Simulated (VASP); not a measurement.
Data:

```
CELL_PARAMETERS angstrom
      1.36500    -2.36425     0.00000
      1.36500     2.36425     0.00000
      0.00000     0.00000     4.32000
ATOMIC_POSITIONS crystal
  Os 0.33333 0.66667 0.25000
  Os 0.66667 0.33333 0.75000
```

Computed with RPBE GGA, VASP's PBE PAW potentials (set 64) (plane waves; VASP). Numerical set-up: 520 eV cut-off, 14×14×8 Γ-centred mesh, first-order Methfessel-Paxton smearing of 0.10 eV, potentials Os.

Energy and stress use the plane-wave basis of the starting cell.

Task: The ions, cell shape and volume are relaxed. Predict the relaxed structure.

Result: 
```
CELL_PARAMETERS angstrom
      1.38207    -2.39382     0.00000
      1.38207     2.39382     0.00000
      0.00000     0.00000     4.35459
ATOMIC_POSITIONS crystal
  Os 0.33333 0.66667 0.25000
  Os 0.66667 0.33333 0.75000
```
Space group P6_3/mmc (194), at a tolerance of 0.03 Å.

Task: How do energy and volume change from the first to the last step?

Result: The energy (σ→0) changes by -19.7 meV/atom and the volume by +3.3 %, in 9 ionic steps.

The compound is Os in the hcp structure. This run relaxes it. Symmetry was kept, so distortions that lower it aren't found.
